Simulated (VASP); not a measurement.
Here is the system:

```yaml
crystal:
  lattice:
    - [-1.58100, 1.58100, 1.58100]
    - [1.58100, -1.58100, 1.58100]
    - [1.58100, 1.58100, -1.58100]
  atoms:
    - { symbol: W, position: [0.00000, 0.00000, 0.00000] }
```

Level of theory: PBE GGA with D3 dispersion (Becke-Johnson damping), VASP's PBE PAW potentials (set 64) (plane waves; VASP). Numerical set-up: 520 eV cut-off, Gaussian smearing of 0.050 eV, potentials W_sv.

Task: Give the energies of bands 5 to 10 at the high-symmetry points, in eV from the Fermi level.

Result: 
| band | Γ | H | N | P |
|---|---|---|---|---|
| 5 | -9.68 | -5.89 | -6.33 | -3.00 |
| 6 | -1.27 | -5.89 | -3.62 | -3.00 |
| 7 | -1.27 | 5.15 | 0.66 | -3.00 |
| 8 | -1.27 | 5.15 | 2.13 | 3.28 |
| 9 | 2.23 | 5.15 | 3.11 | 3.28 |
| 10 | 2.23 | 8.24 | 6.14 | 6.62 |

It has no gap at this level: it comes out as a metal or semimetal.

The compound is W in the bcc structure. It was relaxed first.
